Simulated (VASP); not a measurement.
Runs of VASP 6.6.1 on SiC. The structure is cubic, space group F-43m (No. 216). The conventional cell has a = 4.358 Å, b = 4.358 Å, c = 4.358 Å, α = 90.00°, β = 90.00°, γ = 90.00°. Around Si (site symmetry -43m) lie 4 C at 1.89 Å. C (site symmetry -43m) has 4 Si at 1.89 Å as nearest neighbours. 

```tsv
k mesh	cutoff (eV)	mesh quality	gap on the mesh (eV)	pressure (GPa)
10 × 10 × 10	520	not flagged	1.36	3.2
10 × 10 × 10	600	not flagged	1.36	3.1
8 × 8 × 8	520	not flagged	1.36	3.2
10 × 10 × 10	450	not flagged	1.36	-
18 × 18 × 18	520	not flagged	1.36	3.2
10 × 10 × 10	400	not flagged	1.35	-
4 × 4 × 4	520	coarse	1.31	3.6
14 × 14 × 14	520	not flagged	1.36	3.2
10 × 10 × 10	700	not flagged	1.36	(a)
6 × 6 × 6	520	not flagged	1.35	(b)
```

Alike in all rows: task single point; level PBE; potentials or basis VASP PAW PBE potentials, release 64 (Si, C); no spin polarisation; cell as given; smearing gaussian 0.02 eV.

Q: Estimate the missing entries.

A: (a) 3.0; (b) 3.3.

Caveats: some runs use coarse meshes; the cutoff is under 1.25 times the usual one of these potentials, so pressure, stress and relaxed cells hold a basis-set (Pulay) error (some runs).

A k mesh can miss the band edges.
